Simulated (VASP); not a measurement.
Here is the system:

```xyz
2
Lattice="1.3440 -2.3279 0.0000 1.3440 2.3279 0.0000 0.0000 0.0000 4.2557" Properties=species:S:1:pos:R:3 pbc="T T T"
Ru     1.3440     0.7760     1.0639
Ru     1.3440    -0.7760     3.1917
```

These are PBEsol GGA, VASP's PBE PAW potentials (set 64) (plane waves; VASP) values and carry that method's errors. Numerical set-up: 500 eV cut-off, 15×15×9 Γ-centred mesh, first-order Methfessel-Paxton smearing of 0.10 eV, potentials Ru_pv.

Task: The ions, cell shape and volume at an external pressure of 5.0 GPa are relaxed. Which structure does the run end with?

Result: 
```xyz
2
Lattice="1.3379 -2.3173 0.0000 1.3379 2.3173 0.0000 0.0000 0.0000 4.2364" Properties=species:S:1:pos:R:3 pbc="T T T"
Ru     1.3379     0.7724     1.0591
Ru     1.3379    -0.7724     3.1773
```
Space group P6_3/mmc (194), at a tolerance of 0.03 Å.

Task: How do energy and volume change from the first to the last step?

Result: The energy (σ→0) changes by +2.7 meV/atom and the volume by -1.4 %, in 3 ionic steps.

The compound is Ru in the hcp structure. This run relaxes it under an external pressure of 5 GPa. Symmetry was kept, so distortions that lower it aren't found.
